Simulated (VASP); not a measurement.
Input:

```yaml
crystal:
  lattice:
    - [0.00000, 1.83383, 1.83383]
    - [1.83383, 0.00000, 1.83383]
    - [1.83383, 1.83383, 0.00000]
  atoms:
    - { symbol: Cu, position: [0.00000, 0.00000, 0.00000] }
```

Calculation: PBE GGA, VASP's PBE PAW potentials (set 64) (plane waves; VASP). Run with 520 eV cut-off, 17×17×17 Γ-centred mesh, first-order Methfessel-Paxton smearing of 0.10 eV, potentials Cu.

Q: What does the run give for the energy per atom (σ→0), pressure, band gap (on the k-mesh) with the smallest direct gap where there is one?

A: 
The band gap (on the k-mesh) is none (metal, semimetal or under 0.01 eV), the energy per atom (σ→0) comes out as -3.722 eV/atom and the pressure is -3.77 GPa.

Total energies compare only between runs with the same potentials, cut-off and functional.

The compound is Cu in the fcc structure. This cell is one point of a volume scan, at 1.03 of the reference volume.
